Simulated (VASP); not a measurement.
Energy against volume of CsSnI₃ (cubic perovskite). These are PBE GGA with D3 dispersion (zero damping), VASP's PBE PAW potentials (set 64) (plane waves; VASP 6.6.1) values and carry that method's errors. Numerical set-up: 520 eV cut-off, 4×4×4 Γ-centred mesh, Gaussian smearing of 0.050 eV, potentials Cs_sv Sn_d I.

```csv
V (Å³/atom),E (eV/atom)
46.956,-3.03273
48.408,-3.03550
49.861,-3.03303
51.313,-3.02612
```

Fit these four points and predict the energy of the run at 45.504 Å³/atom.

A cubic in V^(−2/3), the third-order Birch-Murnaghan form, passes through the four points with V0 = 48.41 Å³/atom and B0 = 19 GPa, and gives -3.0238 eV/atom there. The run gave -3.0237 eV/atom, +0.0 meV/atom from the fit; all five points give B0 = 19 GPa.

The compound is CsSnI3 in the cubic perovskite structure, the ideal cubic form; the compound distorts at low or room temperature. It was relaxed first.
